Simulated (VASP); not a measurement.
Here is the system:

```
TiO2
1.0
    4.61185     0.00000     0.00000
    0.00000     4.61185     0.00000
    0.00000     0.00000     2.95938
Ti O
2 4
Direct
  0.00000   0.00000   0.00000
  0.50000   0.50000   0.50000
  0.30404   0.30404   0.00000
  0.80404   0.19596   0.50000
  0.19596   0.80404   0.50000
  0.69596   0.69596   0.00000
```

The numbers are results of optB86b-vdW, VASP's PBE PAW potentials (set 64) (plane waves; VASP), not measurements. Run with 520 eV cut-off, 6×6×8 Γ-centred mesh, tetrahedra with Blöchl corrections, potentials Ti_sv O.

The cores are frozen, which limits the accuracy of field gradients.

Give the principal components of the electric field gradient (V/Å²) and the asymmetry η at each nucleus.

```
atom    Vxx   Vyy    Vzz     η
----  -----  ----  -----  ----
Ti1    12.2   6.9  -19.2  0.28
Ti2    12.2   6.9  -19.2  0.28
O3    -20.8  -1.1   21.9  0.90
O4    -20.8  -1.1   21.9  0.90
O5    -20.8  -1.1   21.9  0.90
O6    -20.8  -1.1   21.9  0.90
```

The compound is TiO2 in the rutile structure. It was relaxed first.
